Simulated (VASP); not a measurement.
Input:

```
CdTe
1.0
    0.00000     3.03880     3.03880
    3.03880     0.00000     3.03880
    3.03880     3.03880     0.00000
Cd Te
1 1
Cartesian
  0.00000   0.00000   0.00000
  3.03880   3.03880   3.03880
```

Level of theory: r2SCAN meta-GGA, VASP's PBE PAW potentials (set 64) (plane waves; VASP). Numerical set-up: 400 eV cut-off, 12×12×12 Γ-centred mesh, tetrahedra with Blöchl corrections, potentials Cd Te.

### Question
Give the energies of bands 7 to 12 at the high-symmetry points, in eV from the Fermi level.

### Answer

```tsv
band	Γ	X	U	L	W
7	-0.41	-4.19	-3.84	-5.23	-3.34
8	-0.41	-2.09	-3.68	0.03	-3.27
9	-0.41	-2.09	-1.44	0.03	-3.27
10	1.05	-0.91	1.08	3.31	2.72
11	7.62	4.66	6.01	4.46	5.33
12	7.62	10.09	7.56	4.46	7.22
```

It has no gap at this level: it comes out as a metal or semimetal.

The structure comes from a computed database's CdTe entry (Fm-3m); how it stands against other phases isn't given here. It was relaxed first.
